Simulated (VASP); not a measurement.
# SrTiO3 (Tausonite): relaxation of the atoms with PBE

The system is SrTiO3 (Tausonite).

```xyz
5
Lattice="4.0093 0.0000 0.0000 0.0000 4.0093 0.0000 0.0000 0.0000 4.0093" Properties=species:S:1:pos:R:3 pbc="T T T"
Sr    2.0046    2.0046    2.0046
Ti    0.0000    0.0000    0.0000
O     2.0046    0.0000    0.0000
O     0.0000    2.0046    0.0000
O     0.0000    0.0000    2.0046
```

The cell isn't the ideal one: a relaxed cell with its volume scaled by 1.06.

```
Program                : VASP 6.6.1
Task                   : relaxation of the atoms
Functional             : PBE
Potentials or basis    : VASP PAW PBE potentials, release 64 (Sr_sv, Ti_sv, O_s)
Cutoff                 : 300 eV
k mesh                 : 4 × 4 × 4
Occupations            : gaussian, width 0.03 eV
Spin                   : no spin polarisation
Further INCAR settings : ALGO = Normal; EDIFF = 1e-07; IBRION = 2; EDIFFG = -0.01; NSW = 40
```

```json
{
  "Band gap on the k mesh": "1.68 eV, indirect (least direct gap 2.08 eV)"
}
```

Final structure:
```xyz
5
Lattice="4.0093 0.0000 0.0000 0.0000 4.0093 0.0000 0.0000 0.0000 4.0093" Properties=species:S:1:pos:R:3 pbc="T T T"
Sr    2.0046    2.0046    2.0046
Ti    0.0000    0.0000    0.0000
O     2.0046    0.0000    0.0000
O     0.0000    2.0046    0.0000
O     0.0000    0.0000    2.0046
```

Levels at points of the mesh, in eV from the valence-band top:
```csv
k point,band 16,band 17,band 18,band 19,band 20,band 21,band 22,band 23,band 24
"(0.00, 0.00, 0.00)",-1.05,-1.05,-0.40,-0.40,-0.40,1.68,1.68,1.68,3.74
"(0.50, 0.00, 0.00)",-2.17,-2.17,-1.76,-0.74,-0.74,1.82,3.36,3.36,3.75
"(0.50, 0.50, 0.00)",-2.58,-1.78,-1.49,-1.49,-0.08,3.36,3.36,3.78,4.61
"(0.50, 0.50, 0.50)",-3.51,-3.51,0.00,0.00,0.00,3.95,3.95,3.95,6.64
```

It took 8.3 s on 1 thread of Intel(R) Xeon(R) Platinum 8488C (Sapphire Rapids), with other jobs on the host, peak memory 0.13 GiB.

Caveat: the relaxation stopped at its first step, so nothing moved. A k mesh can miss the band edges.
